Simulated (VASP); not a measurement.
## Ca3Sn (space group Pm-3m): computed properties

Calculation: PBEsol GGA, VASP's PBE PAW potentials (set 64) (plane waves; VASP 6.6.1).

```
Item                                                                                                       Value
----------------------------------  ----------------------------------------------------------------------------
space group                                                                                          Pm-3m (221)
cell                                a = 4.9443 Å, b = 4.9443 Å, c = 4.9443 Å, α = 90.00°, β = 90.00°, γ = 90.00°
volume per atom                                                                                    30.22 Å³/atom
band gap (over mesh and band path)                                      none (metal, semimetal or under 0.01 eV)
band gap with spin-orbit coupling                                                                none (metallic)
density                                                                                               3.28 g/cm³
```

Ca3Sn is taken in the cubic space group Pm-3m (No. 221), the Cu3Au type structure, Pearson symbol cP4. Conventional cell: a = 4.9443 Å, b = 4.9443 Å, c = 4.9443 Å, α = 90.00°, β = 90.00°, γ = 90.00°. Ca on 3c sees 8 Ca at 3.496 Å and 4 Sn at 3.496 Å (cuboctahedral). Sn on 1a is coordinated by 12 Ca at 3.496 Å (cuboctahedral). (Neighbours: up to the widest gap in distance over summed covalent radii, below 1.35, at either atom.)

Unless said otherwise, spin-orbit coupling is left out, though it shifts the bands of the heavy elements here.

The structure comes from a computed database's Ca3Sn entry (Pm-3m); how it stands against other phases isn't given here. It was relaxed first. Symmetry was kept, so distortions that lower it aren't found.
